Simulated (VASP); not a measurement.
```yaml
crystal:
  lattice:
    - [2.90032, 0.00000, 0.00000]
    - [0.00000, 2.80675, 0.00000]
    - [0.00000, 0.00000, 2.90575]
  atoms:
    - { symbol: Ga, position: [0.50000, 0.50000, 0.50000] }
    - { symbol: Co, position: [0.01551, 0.00000, 0.00000] }
```

Level of theory: PBE GGA + U (Dudarev), VASP's PBE PAW potentials (set 64) (plane waves; VASP 6.6.1). Run with 400 eV cut-off, 11×12×11 Γ-centred mesh, first-order Methfessel-Paxton smearing of 0.10 eV, potentials Ga_d Co, U − J: Co 1.00 eV.

Q: Give the force on each atom (eV/Å).

A: 
```json
[
 {"atom": "Ga1", "Fx": "0.284", "Fy": "0.000", "Fz": "0.000"},
 {"atom": "Co2", "Fx": "-0.284", "Fy": "0.000", "Fz": "0.000"}
]
```

Q: Give the stress tensor in GPa (positive for a compressed cell).

A: 
```
-1.03   0.00   0.00
 0.00   2.87   0.00
 0.00   0.00  -0.68
```
The pressure is its mean diagonal, 0.39 GPa.

The compound is CoGa in the CsCl type structure. The cell was not relaxed at this level, atoms are displaced from their ideal sites. The run is one of a series of settings (LDAU = .TRUE., LDAUJ = 0 0, LDAUL = -1 2, LDAUTYPE = 2, LDAUU = 0 1.0 against the base run), some of them coarse on purpose. The run is not spin-polarised, so no magnetic state was tried.
